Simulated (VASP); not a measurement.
Here is the system:

```xyz
1
Lattice="-1.6336 1.6336 1.6336 1.6336 -1.6336 1.6336 1.6336 1.6336 -1.6336" Properties=species:S:1:pos:R:3 pbc="T T T"
Nb     0.0000     0.0000     0.0000
```

Calculation: AM05 GGA, VASP's PBE PAW potentials (set 64) (plane waves; VASP). Run with 520 eV cut-off, 14×14×14 Γ-centred mesh, first-order Methfessel-Paxton smearing of 0.10 eV, potentials Nb_sv.

**Question.** What does the run give for the energy per atom (σ→0), band gap (on the k-mesh) with the smallest direct gap where there is one?

**Answer.** 
* **band gap (on the k-mesh)**: none (metal, semimetal or under 0.01 eV)
* **energy per atom (σ→0)**: -10.704 eV/atom

The compound is Nb in the bcc structure. It was relaxed first. The start is the result of an earlier pass.
